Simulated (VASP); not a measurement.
# Ag (Silver): cell size and functional

How much does the relaxed cell of Ag (Silver) depend on the functional? The starting structure is a measured crystal structure from the Crystallography Open Database. The first relaxation on each setting starts from this cell expanded by 3 % in volume.

Program: VASP 6.6.1. Level of theory: Kohn-Sham DFT with plane waves and PAW; PBEsol, LDA, PBE, PBEsol + D3(BJ), r2SCAN, r2SCAN + rVV10, rev-vdW-DF2 and PBEsol + D4. Results are calculated unless marked as measured.

## (1) Starting point

Symmetry: Fm-3m, No. 225, cubic system. The conventional cell has a = 4.086 Å, b = 4.086 Å, c = 4.086 Å, α = 90.00°, β = 90.00°, γ = 90.00°. Nearest to Ag lie 12 Ag at 2.89 Å.

## (2) Relaxation with PBEsol

PBEsol restores the gradient expansion of exchange and is tuned for the cells of solids. This run starts from the cell of an earlier relaxation, which isn't shown; the restart sets up the plane waves anew.

INCAR reads:

```
SYSTEM = Ag
PREC = Accurate
ENCUT = 450
EDIFF = 1E-06
NELM = 100
ISMEAR = 1
SIGMA = 0.15
LREAL = .FALSE.
ALGO = Normal
GGA = PS
NBANDS = 11
LORBIT = 11
LWAVE = .FALSE.
LCHARG = .FALSE.
KPAR = 4
IBRION = 2
NSW = 50
ISIF = 3
EDIFFG = -0.006
```

POSCAR reads:

```
Ag
1.0
    0.0000000000      2.0266216233      2.0266216233
    2.0266216233      0.0000000000      2.0266216233
    2.0266216233      2.0266216233      0.0000000000
Ag
1
Direct
    0.0000000000      0.0000000000      0.0000000000
```

KPOINTS reads:

```
Automatic mesh
0
Gamma
18 18 18
0 0 0
```

Potentials, in the order of the species: Ag (PBE family, release 64).

Started as:

```
mpirun -np 4 vasp_std
```

Output:

```text
[banner, memory and clock lines left out]
running    4 mpi-ranks, on    1 nodes
 distrk:  each k-point on    1 cores,    4 groups
 distr:  one band on    1 cores,    1 groups

 POSCAR found type information on POSCAR Ag
 POSCAR found :  1 types and       1 ions
|                                                                             |
|               ----> ADVICE to this user running VASP <----                  |
|                                                                             |
|     You enforced a specific xc type in the INCAR file but a different       |
|     [... a line on the potential file left out ...]
|     I HOPE YOU KNOW WHAT YOU ARE DOING!                                     |
|                                                                             |

 LDA part: xc-table for (Slater+PW92), standard interpolation
 POSCAR, INCAR and KPOINTS ok, starting setup
 FFT: planning ... GRIDC
 FFT: planning ... GRID_SOFT
 FFT: planning ... GRID
 WAVECAR not read
 entering main loop
       N       E                     dE             d eps       ncg     rms          rms(c)
DAV:   1     0.444124590770E+02    0.44412E+02   -0.51391E+03  4402   0.802E+02
DAV:   2    -0.305428508071E+01   -0.47467E+02   -0.45076E+02  4770   0.186E+02
DAV:   3    -0.366688846010E+01   -0.61260E+00   -0.61215E+00  4851   0.229E+01
DAV:   4    -0.366851706291E+01   -0.16286E-02   -0.16285E-02  4737   0.123E+00
DAV:   5    -0.366852923117E+01   -0.12168E-04   -0.12168E-04  4832   0.973E-02    0.591E+00
DAV:   6    -0.332665786247E+01    0.34187E+00   -0.14475E+00  4569   0.113E+01    0.352E+00
DAV:   7    -0.331575585691E+01    0.10902E-01   -0.12177E-02  4848   0.106E+00    0.198E+00
DAV:   8    -0.331151420313E+01    0.42417E-02   -0.76463E-04  4656   0.198E-01    0.941E-02
DAV:   9    -0.331152423944E+01   -0.10036E-04   -0.12889E-05  4826   0.295E-02    0.172E-02
DAV:  10    -0.331152621957E+01   -0.19801E-05   -0.25099E-06  4757   0.136E-02    0.430E-03
DAV:  11    -0.331152608529E+01    0.13428E-06   -0.85124E-08  2463   0.264E-03
   1 F= -.33115261E+01 E0= -.33115889E+01  d E =-.331153E+01
 curvature:   0.00 expect dE= 0.000E+00 dE for cont linesearch  0.000E+00
 trial: gam= 0.00000 g(F)=  0.235E-63 g(S)=  0.168E-05 ort = 0.000E+00 (trialstep = 0.100E+01)
 search vector abs. value=  0.168E-05
 reached required accuracy - stopping structural energy minimisation
```

It took 3 s on 4 MPI ranks of Intel Xeon 6975P-C (Granite Rapids), shared host; peak memory 0.54 GiB; 10 s of CPU time.

The logs omit lines about the potential files and the build; timing stands in the text.

Parts of OUTCAR (step 2):

```text
ion  position               nearest neighbor table
   1  0.000  0.000  0.000-

  LATTYP: Found a face centered cubic cell.
 ALAT       =     4.0532432466

 Subroutine GETGRP returns: Found 48 space group operations
 (whereof 48 operations were pure point group operations)

The static configuration has the point symmetry O_h .

 Found    195 irreducible k-points:

   k-points           NKPTS =    195   k-points in BZ     NKDIM =    195   number of bands    NBANDS=     11

   dimension x,y,z NGX =    20 NGY =   20 NGZ =   20
   dimension x,y,z NGXF=    40 NGYF=   40 NGZF=   40

   ENCUT  =  450.0 eV  33.07 Ry    5.75 a.u.   4.96  4.96  4.96*2*pi/ulx,y,z

   NELECT =      11.0000    total number of electrons

 k-points in reciprocal lattice and weights: Automatic mesh
   0.00000000  0.00000000  0.00000000       0.000
   0.05555556  0.00000000  0.00000000       0.001
   0.11111111  0.00000000  0.00000000       0.001
   0.16666667  0.00000000  0.00000000       0.001
   0.22222222  0.00000000  0.00000000       0.001
   0.27777778  0.00000000  0.00000000       0.001
   0.33333333  0.00000000  0.00000000       0.001
   0.38888889  0.00000000  0.00000000       0.001
   0.44444444  0.00000000  0.00000000       0.001
[...]
-0.27777778  0.44444444  0.22222222       0.004
  -0.27777778  0.50000000  0.22222222       0.002

 average (electrostatic) potential at core
       1 -70.4624

 E-fermi :   8.5210

 k-point     1 :       0.0000    0.0000    0.0000
  band No.  band energies     occupation
    ...
      2       3.7108      2.00000
      3       3.7108      2.00000
      4       3.7108      2.00000
      5       4.8035      2.00000
      6       4.8035      2.00000
      7      24.6034      0.00000
      8      28.3180      0.00000
      9      28.3180      0.00000
     10      28.3180      0.00000
     11      33.1981      0.00000

 k-point     2 :       0.0556    0.0000    0.0000
  band No.  band energies     occupation
    ...
      2       3.6865      2.00000
      3       3.7390      2.00000
      4       3.7390      2.00000
      5       4.7923      2.00000
      6       4.7923      2.00000
      7      24.6348      0.00000
      8      27.4778      0.00000
      9      28.3669      0.00000
     10      28.3669      0.00000
     11      33.3661      0.00000

 k-point     3 :       0.1111    0.0000    0.0000
  band No.  band energies     occupation
    ...
      2       3.6293      2.00000
      3       3.8126      2.00000
      4       3.8126      2.00000
      5       4.7700      2.00000
      6       4.7700      2.00000
      7      24.4487      0.00000
      8      26.0325      0.00000
      9      28.4900      0.00000
     10      28.4900      0.00000
     11      32.5161      0.00000

  Total       -0.0034066     -0.0034066     -0.0034066      0.0000000      0.0000000      0.0000000
  in kB       -0.3278528     -0.3278528     -0.3278528      0.0000000      0.0000000      0.0000000
  external PRESSURE =      -0.3278528 kB  Pullay stress =       0.0000000 kB

  energy-cutoff  :      450.00
  volume of cell :       16.65
      direct lattice vectors                 reciprocal lattice vectors
     0.000000000  2.026621623  2.026621623    -0.246716010  0.246716010  0.246716010
     2.026621623  0.000000000  2.026621623     0.246716010 -0.246716010  0.246716010
     2.026621623  2.026621623  0.000000000     0.246716010  0.246716010 -0.246716010

 POSITION                                       TOTAL-FORCE (eV/Angst)
 -----------------------------------------------------------------------------------
      0.00000      0.00000      0.00000         0.000000      0.000000      0.000000
 -----------------------------------------------------------------------------------
    total drift:                                0.000000      0.000000      0.000000

  FREE ENERGIE OF THE ION-ELECTRON SYSTEM (eV)
  ---------------------------------------------------
  free  energy   TOTEN  =        -3.3115260853 eV

  energy  without entropy=       -3.3117145951  energy(sigma->0) =       -3.31158892

 reached required accuracy - stopping structural energy minimisation

 total charge
# of ion       s       p       d       tot
------------------------------------------
    1        0.425   0.317   9.147   9.890

[... 3 further parts left out ...]
```

CONTCAR:

```
Ag
   1.00000000000000
     0.0000000000000000    2.0266216233000001    2.0266216233000001
     2.0266216233000001    0.0000000000000000    2.0266216233000001
     2.0266216233000001    2.0266216233000001    0.0000000000000000
  Ag
     1
Direct
     0.0000000000000000    0.0000000000000000    0.0000000000000000
```

This run has no spin polarisation. Its electron count is odd, so without a moment it is a metal by construction. The PAW data sets were made with PBE, which is usual practice but a small mismatch for other functionals. The run keeps the 48 symmetry operations of its start, so it cannot find a distortion of lower symmetry.

With PBEsol the relaxed cell holds 16.647 Å³ an atom, -2.39 % against the measured cell, with a = 4.053 Å.

## (3) Relaxation with LDA

LDA, the lowest rung, knows the local density alone. This run starts from the cell of an earlier relaxation, which isn't shown; the restart sets up the plane waves anew.

Edit INCAR of step 2 so:

```diff
@@ -9,3 +9,3 @@
 ALGO = Normal
-GGA = PS
+GGA = CA
 NBANDS = 11
```

POSCAR reads:

```
Ag
1.0
    0.0000000000      2.0021110334      2.0021110334
    2.0021110334      0.0000000000      2.0021110334
    2.0021110334      2.0021110334      0.0000000000
Ag
1
Direct
    0.0000000000      0.0000000000      0.0000000000
```

KPOINTS is that of step 2.

Potentials, in the order of the species: Ag (LDA family, release 64).

Started as:

```
mpirun -np 4 vasp_std
```

Output:

```text
[banner, memory and clock lines left out]
running    4 mpi-ranks, on    1 nodes
[...]
LDA part: xc-table for (Slater(with rela. corr.)+CA(PZ))
 , standard interpolation
 POSCAR, INCAR and KPOINTS ok, starting setup
[...]
entering main loop
       N       E                     dE             d eps       ncg     rms          rms(c)
DAV:   1     0.446881500218E+02    0.44688E+02   -0.50797E+03  4386   0.801E+02
DAV:   2    -0.349500802401E+01   -0.48183E+02   -0.45920E+02  4797   0.189E+02
DAV:   3    -0.411182392244E+01   -0.61682E+00   -0.61624E+00  4849   0.232E+01
DAV:   4    -0.411357052506E+01   -0.17466E-02   -0.17465E-02  4749   0.130E+00
[...]
DAV:   8    -0.378429908588E+01    0.51038E-02   -0.94564E-04  4641   0.262E-01    0.792E-02
DAV:   9    -0.378431214398E+01   -0.13058E-04   -0.84438E-06  4809   0.218E-02    0.147E-02
DAV:  10    -0.378431145058E+01    0.69340E-06   -0.19967E-06  4712   0.108E-02
   1 F= -.37843115E+01 E0= -.37843857E+01  d E =-.378431E+01
[...]
reached required accuracy - stopping structural energy minimisation
```

The job ended after 2.8 s (4 MPI ranks; peak memory 0.52 GiB).

OUTCAR, selected parts (step 3):

```text
  Total       -0.0020907     -0.0020907     -0.0020907      0.0000000      0.0000000      0.0000000
  in kB       -0.2086964     -0.2086964     -0.2086964      0.0000000      0.0000000      0.0000000
  external PRESSURE =      -0.2086964 kB  Pullay stress =       0.0000000 kB

 POSITION                                       TOTAL-FORCE (eV/Angst)
 -----------------------------------------------------------------------------------
      0.00000      0.00000      0.00000         0.000000      0.000000      0.000000
 -----------------------------------------------------------------------------------
    total drift:                               -0.000000      0.000000      0.000000

  FREE ENERGIE OF THE ION-ELECTRON SYSTEM (eV)
  ---------------------------------------------------
  free  energy   TOTEN  =        -3.7843114506 eV

  energy  without entropy=       -3.7845341307  energy(sigma->0) =       -3.78438568

[... 2 parts as in an earlier step ...]

[... 2 further parts left out ...]
[key lines of the parts left out:]
E-fermi :   9.0064
```

With LDA the relaxed cell holds 16.051 Å³ an atom, -5.88 % against the measured cell, with a = 4.004 Å. That is -3.58 % from PBEsol.

## (4) Relaxation with PBE

PBE, the usual starting point, adds the gradient of the density.

Edit INCAR of step 3 so:

```diff
@@ -9,3 +9,3 @@
 ALGO = Normal
-GGA = CA
+GGA = PE
 NBANDS = 11
```

POSCAR reads:

```
Ag
1.0
    0.0000000000      2.0632290384      2.0632290384
    2.0632290384      0.0000000000      2.0632290384
    2.0632290384      2.0632290384      0.0000000000
Ag
1
Direct
    0.0000000000      0.0000000000      0.0000000000
```

KPOINTS is that of step 3.

The projector-augmented-wave data sets are Ag (PBE family, release 64).

Started as:

```
mpirun -np 4 vasp_std
```

Output:

```text
[banner, memory and clock lines left out]
running    4 mpi-ranks, on    1 nodes
[...]
LDA part: xc-table for (Slater+PW92), standard interpolation
 POSCAR, INCAR and KPOINTS ok, starting setup
[...]
entering main loop
       N       E                     dE             d eps       ncg     rms          rms(c)
DAV:   1     0.458068717072E+02    0.45807E+02   -0.50765E+03  4346   0.794E+02
DAV:   2    -0.234482592973E+01   -0.48152E+02   -0.45782E+02  4785   0.186E+02
DAV:   3    -0.296278487716E+01   -0.61796E+00   -0.61767E+00  4896   0.230E+01
DAV:   4    -0.296456347427E+01   -0.17786E-02   -0.17785E-02  4680   0.130E+00
[...]
DAV:   9    -0.271915950479E+01   -0.92272E-05   -0.90480E-06  4841   0.246E-02    0.216E-02
DAV:  10    -0.271916501023E+01   -0.55054E-05   -0.41401E-06  4639   0.207E-02    0.508E-03
DAV:  11    -0.271916470554E+01    0.30468E-06   -0.91004E-08  2493   0.278E-03
   1 F= -.27191647E+01 E0= -.27192037E+01  d E =-.271916E+01
[... from here on, the cycles between the ionic steps are left out ...]
   2 F= -.27199553E+01 E0= -.27199725E+01  d E =-.790628E-03
   3 F= -.27202393E+01 E0= -.27202643E+01  d E =-.107459E-02
   4 F= -.27202365E+01 E0= -.27202621E+01  d E =-.107175E-02
   5 F= -.27202397E+01 E0= -.27202649E+01  d E =-.107496E-02
[...]
reached required accuracy - stopping structural energy minimisation
```

Wall time 7 s (4 MPI ranks); peak memory 0.6 GiB.

Parts of OUTCAR (step 4):

```text
  Total        0.0020711      0.0020711      0.0020711      0.0000000      0.0000000     -0.0000000
  in kB        0.1862662      0.1862662      0.1862662      0.0000000      0.0000000     -0.0000000
  external PRESSURE =       0.1862662 kB  Pullay stress =       0.0000000 kB

 POSITION                                       TOTAL-FORCE (eV/Angst)
 -----------------------------------------------------------------------------------
      0.00000      0.00000      0.00000         0.000000      0.000000     -0.000000
 -----------------------------------------------------------------------------------
    total drift:                                0.000000      0.000000      0.000000

  FREE ENERGIE OF THE ION-ELECTRON SYSTEM (eV)
  ---------------------------------------------------
  free  energy   TOTEN  =        -2.7202396610 eV

  energy  without entropy=       -2.7203154700  energy(sigma->0) =       -2.72026493

[... 2 parts as in an earlier step ...]

[... 2 further parts left out ...]
[key lines of the parts left out:]
E-fermi :   7.8017
```

With PBE the relaxed cell holds 17.815 Å³ an atom, +4.46 % against the measured cell, with a = 4.146 Å. That is +7.01 % from PBEsol.

## (5) Relaxation with PBEsol + D3(BJ)

D3 with Becke-Johnson damping keeps a finite attraction at short range. This run starts from the cell of an earlier relaxation, which isn't shown; the restart sets up the plane waves anew.

Edit INCAR of step 4 so:

```diff
@@ -9,3 +9,4 @@
 ALGO = Normal
-GGA = PE
+GGA = PS
+IVDW = 12
 NBANDS = 11
```

POSCAR reads:

```
Ag
1.0
    0.0000000000      1.9967450170      1.9967450170
    1.9967450170      0.0000000000      1.9967450170
    1.9967450170      1.9967450170      0.0000000000
Ag
1
Direct
    0.0000000000      0.0000000000      0.0000000000
```

KPOINTS is that of step 4.

Started as:

```
mpirun -np 4 vasp_std
```

Output:

```text
[banner, memory and clock lines left out]
running    4 mpi-ranks, on    1 nodes
[...]
[... a notice as in an earlier step ...]

 LDA part: xc-table for (Slater+PW92), standard interpolation
 POSCAR, INCAR and KPOINTS ok, starting setup
[...]
entering main loop
       N       E                     dE             d eps       ncg     rms          rms(c)
DAV:   1     0.442887412907E+02    0.44289E+02   -0.50549E+03  4410   0.805E+02
DAV:   2    -0.306230955966E+01   -0.47351E+02   -0.44768E+02  4755   0.186E+02
DAV:   3    -0.366747689159E+01   -0.60517E+00   -0.60473E+00  4863   0.230E+01
DAV:   4    -0.366903527327E+01   -0.15584E-02   -0.15583E-02  4680   0.122E+00
[...]
DAV:   9    -0.329857882103E+01   -0.10133E-04   -0.14126E-05  4815   0.319E-02    0.176E-02
DAV:  10    -0.329858082647E+01   -0.20054E-05   -0.26579E-06  4769   0.133E-02    0.513E-03
DAV:  11    -0.329858065116E+01    0.17531E-06   -0.10520E-07  2463   0.297E-03
   1 F= -.38833891E+01 E0= -.38834641E+01  d E =-.388339E+01
[...]
reached required accuracy - stopping structural energy minimisation
```

Elapsed: 3 s, on 4 MPI ranks; peak memory 0.58 GiB; 9.9 s of CPU time.

From OUTCAR (step 5):

```text
 Edisp (eV)   -0.58481

  Total      -0.00077    -0.00077    -0.00077    -0.00000     0.00000     0.00000
  in kB      -0.07723    -0.07723    -0.07723    -0.00000     0.00000     0.00000
  external pressure =       -0.08 kB  Pullay stress =        0.00 kB

  FREE ENERGIE OF THE ION-ELECTRON SYSTEM (eV)
  ---------------------------------------------------
  free  energy   TOTEN  =        -3.8833891400 eV

  energy  without entropy=       -3.8836140768  energy(sigma->0) =       -3.88346412

[... 3 parts as in an earlier step ...]

[... 2 further parts left out ...]
[key lines of the parts left out:]
E-fermi :   9.1926
```

With PBEsol + D3(BJ) the relaxed cell holds 15.922 Å³ an atom, -6.64 % against the measured cell, with a = 3.993 Å. That is -4.36 % from PBEsol.

## (6) Relaxation with r2SCAN

r2SCAN adds the kinetic-energy density, costs more than a GGA and is run with LASPH.

Edit INCAR of step 5 so:

```diff
@@ -9,4 +9,4 @@
 ALGO = Normal
-GGA = PS
-IVDW = 12
+METAGGA = R2SCAN
+LASPH = .TRUE.
 NBANDS = 11
```

POSCAR reads:

```
Ag
1.0
    0.0000000000      2.0632290384      2.0632290384
    2.0632290384      0.0000000000      2.0632290384
    2.0632290384      2.0632290384      0.0000000000
Ag
1
Direct
    0.0000000000      0.0000000000      0.0000000000
```

KPOINTS is that of step 5.

Started as:

```
mpirun -np 4 vasp_std
```

Output:

```text
[banner, memory and clock lines left out]
running    4 mpi-ranks, on    1 nodes
[...]
[... a notice as in an earlier step ...]

 LDA part: xc-table for (None), standard interpolation
 POSCAR, INCAR and KPOINTS ok, starting setup
[...]
entering main loop
       N       E                     dE             d eps       ncg     rms          rms(c)
DAV:   1     0.257701576649E+02    0.25770E+02   -0.51440E+03  4330   0.816E+02
DAV:   2    -0.241712672114E+02   -0.49941E+02   -0.47500E+02  4821   0.191E+02
DAV:   3    -0.248290940929E+02   -0.65783E+00   -0.65751E+00  4917   0.241E+01
DAV:   4    -0.248319037480E+02   -0.28097E-02   -0.28095E-02  4766   0.158E+00
[...]
DAV:  11    -0.213591430923E+02    0.36236E-04   -0.13050E-04  4604   0.110E-01    0.123E-02
DAV:  12    -0.213591407067E+02    0.23856E-05   -0.15086E-05  4963   0.409E-02    0.190E-03
DAV:  13    -0.213591406564E+02    0.50241E-07   -0.58500E-07  2415   0.740E-03
   1 F= -.21359141E+02 E0= -.21359145E+02  d E =-.213591E+02
[...]
DAV:   7    -0.213599880749E+02   -0.12188E-05   -0.22941E-07  2463   0.497E-03    0.165E-03
DAV:   8    -0.213599879668E+02    0.10807E-06   -0.11718E-07  2289   0.345E-03
   2 F= -.21359988E+02 E0= -.21360014E+02  d E =-.847310E-03
 trial-energy change:   -0.000847  1 .order   -0.000742   -0.003673    0.002188
 step:   0.6511(harm=  0.6266)  dis= 0.00000  next Energy=   -21.360365 (dE=-0.122E-02)
[...]
N       E                     dE             d eps       ncg     rms          rms(c)
DAV:   1    -0.213702975938E+02   -0.10310E-01   -0.16853E-01  4590   0.447E+00    0.653E-01
DAV:   2    -0.213604875322E+02    0.98101E-02   -0.39998E-02  4608   0.186E+00    0.196E-01
DAV:   3    -0.213604428705E+02    0.44662E-04   -0.38465E-04  4908   0.199E-01    0.143E-01
DAV:   4    -0.213603783607E+02    0.64510E-04   -0.14356E-04  4593   0.747E-02    0.154E-02
DAV:   5    -0.213603744327E+02    0.39280E-05   -0.20028E-05  4637   0.438E-02    0.667E-03
DAV:   6    -0.213603767494E+02   -0.23167E-05   -0.62903E-07  4242   0.747E-03    0.362E-03
DAV:   7    -0.213603762282E+02    0.52118E-06   -0.28124E-08  2256   0.142E-03
   3 F= -.21360376E+02 E0= -.21360395E+02  d E =-.123557E-02
[...]
reached required accuracy - stopping structural energy minimisation
```

Wall time 32 s (4 MPI ranks); peak memory 0.6 GiB; 2 min of CPU time.

OUTCAR, selected parts (step 6):

```text
  Total        0.0017990      0.0017990      0.0017990      0.0000000      0.0000000      0.0000000
  in kB        0.1665700      0.1665700      0.1665700      0.0000000      0.0000000      0.0000000
  external PRESSURE =       0.1665700 kB  Pullay stress =       0.0000000 kB

  FREE ENERGIE OF THE ION-ELECTRON SYSTEM (eV)
  ---------------------------------------------------
  free  energy   TOTEN  =       -21.3603762282 eV

  energy  without entropy=      -21.3604327886  energy(sigma->0) =      -21.36039508

[... 3 parts as in an earlier step ...]

[... 2 further parts left out ...]
[key lines of the parts left out:]
E-fermi :   8.1943
```

With r2SCAN the relaxed cell holds 17.304 Å³ an atom, +1.46 % against the measured cell, with a = 4.106 Å. That is +3.94 % from PBEsol.

[end of part 1 of 2]

[Lines on the potential files, build, host, timing and source positions are cut from VASP's logs without a mark.]

[Logs are printed without paths, hosts, clocks, repeated set-up lines and the standing remarks that a program may print on its own settings, such as how far it seeks lower states.]

[Hosts, paths, dates, database ids (printed as entryN), source tags and the programs' standing remarks are cut or masked in the printed files.]
